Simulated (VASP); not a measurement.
Input of a VASP 6.6.1 run:

File INCAR:

```
PREC = Accurate
ENCUT = 520
EDIFF = 1E-6
ISMEAR = 0
SIGMA = 0.05
LREAL = F
LASPH = T
NELM = 100
ALGO = Normal
ISIF = 2
LWAVE = F
LCHARG = F
ISPIN = 2
MAGMOM = 0.5 0 0
LORBIT = 11
NUPDOWN = 4
LMAXMIX = 4
LDAU = T
LDAUTYPE = 2
LDAUL = 2 -1
LDAUU = 3 0
LDAUJ = 0 0
LDAUPRINT = 1
GGA = PS
NBANDS = 24
```

The input KPOINTS:

```
Automatic mesh
0
Gamma
  6 6 6
```

File POSCAR:

```
TcSe2
1.0
    1.9284189500      1.1133732000      5.8303367600
   -1.9284189500      1.1133732000      5.8303367600
    0.0000000000     -2.2267463900      5.8303367600
Tc Se
1 2
Direct
    0.0000000000      0.0000000000      0.0000000000
    0.2520000000      0.2520000000      0.2520000000
    0.7480000000      0.7480000000      0.7480000000
```

Potentials or basis: VASP PAW PBE potentials, release 64 (Tc_pv, Se).

Run with:

```bash
$ cat potpaw_PBE.64/Tc_pv/POTCAR potpaw_PBE.64/Se/POTCAR > POTCAR
$ mpirun -np 1 vasp_std > vasp.out
```

What does it give for the pressure?

-3.4 GPa.

What does it give for the largest force?

0.136 eV/Å.

Eigenvalues of the final occupation matrices:
```
    site  spin  trace               eigenvalues
site 1 d     1   4.02  0.67 0.67 0.89 0.89 0.89
site 1 d     2   0.86  0.07 0.07 0.07 0.33 0.33
```

Caveat: the moment is held away from its start; the PAW data sets were made with another functional, which shifts forces and pressure a little; the total moment is fixed, so each spin has its own Fermi level. The state reached can hang on the start; a lower one may exist.
